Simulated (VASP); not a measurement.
Consider the following.

```
Hf3VN4
1.0
    0.02885     4.41060     4.40510
    4.41060     0.02885     4.40510
    2.21973     2.21973     0.00000
V N Hf
1 4 3
Direct
  0.00000   0.00000   0.00000
  0.24905   0.24905   0.50190
  0.24581   0.75419   0.50000
  0.75419   0.24581   0.50000
  0.75095   0.75095   0.49810
  0.00000   0.50000   0.00000
  0.50000   0.00000   0.00000
  0.50000   0.50000   0.00000
```

Calculation: PBEsol GGA, VASP's PBE PAW potentials (set 64) (plane waves; VASP 6.6.1). Settings: 520 eV cut-off, Gaussian smearing of 0.050 eV, potentials V_sv N Hf_pv.

Task: Give the energies of bands 23 to 36 at the high-symmetry points, in eV from the Fermi level.

Result: 
| band | Γ | Y | C0 | Z | A0 | T | S | R |
|---|---|---|---|---|---|---|---|---|
| 23 | -5.89 | -5.60 | -5.58 | -5.80 | -5.96 | -5.78 | -5.33 | -5.83 |
| 24 | -5.48 | -5.55 | -5.36 | -5.70 | -5.61 | -5.51 | -5.21 | -5.39 |
| 25 | -3.73 | -4.92 | -4.70 | -5.62 | -5.52 | -5.49 | -5.07 | -5.25 |
| 26 | -3.58 | -3.76 | -4.50 | -5.43 | -4.56 | -3.79 | -5.03 | -5.16 |
| 27 | -3.47 | -3.71 | -4.50 | -5.28 | -4.16 | -3.70 | -4.95 | -4.97 |
| 28 | -2.76 | -3.65 | -4.25 | -5.22 | -3.98 | -3.70 | -4.70 | -4.84 |
| 29 | -2.69 | -3.61 | -4.21 | -4.81 | -3.93 | -3.51 | -4.69 | -4.72 |
| 30 | -2.69 | -2.48 | -1.61 | -0.02 | -2.70 | -3.49 | -0.92 | -0.94 |
| 31 | -0.78 | -2.40 | -1.47 | 0.28 | -2.50 | -3.23 | -0.38 | -0.78 |
| 32 | -0.67 | 0.25 | 0.06 | 0.77 | 0.79 | 0.77 | -0.01 | -0.42 |
| 33 | -0.63 | 0.65 | 0.43 | 1.57 | 1.15 | 1.37 | -0.01 | -0.38 |
| 34 | 0.67 | 0.88 | 1.04 | 1.65 | 1.39 | 1.55 | 0.61 | 0.82 |
| 35 | 0.88 | 1.34 | 1.42 | 1.71 | 1.79 | 1.65 | 0.97 | 2.11 |
| 36 | 1.75 | 2.24 | 1.72 | 1.71 | 2.06 | 2.06 | 1.47 | 2.35 |

It has no gap at this level: it comes out as a metal or semimetal.

The structure was generated: Hf3VN4 was put into an ordered model structure (Cmmm), which need not be its known phase. It was relaxed first. The run is not spin-polarised, so no magnetic state was tried. The electron count is odd and the run is not spin-polarised, which forces a metal.
